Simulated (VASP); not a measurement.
Data:

```yaml
crystal:
  lattice:
    - [0.00000, 1.91163, 1.91163]
    - [1.91163, 0.00000, 1.91163]
    - [1.91163, 1.91163, 0.00000]
  atoms:
    - { symbol: Ir, position: [0.00000, 0.00000, 0.00000] }
```

These are AM05 GGA, VASP's PBE PAW potentials (set 64) (plane waves; VASP) values and carry that method's errors. Numerical set-up: 520 eV cut-off, 18×18×18 Γ-centred mesh, tetrahedra with Blöchl corrections, potentials Ir.

Unless said otherwise, spin-orbit coupling is left out, though it shifts the bands of the heavy elements here.

Predict the energy per atom (σ→0), band gap (on the k-mesh) with the smallest direct gap where there is one.

```
Property                                                     Value
------------------------  ----------------------------------------
band gap (on the k-mesh)  none (metal, semimetal or under 0.01 eV)
energy per atom (σ→0)                               -9550 meV/atom
```

The compound is Ir in the fcc structure. It was relaxed first.
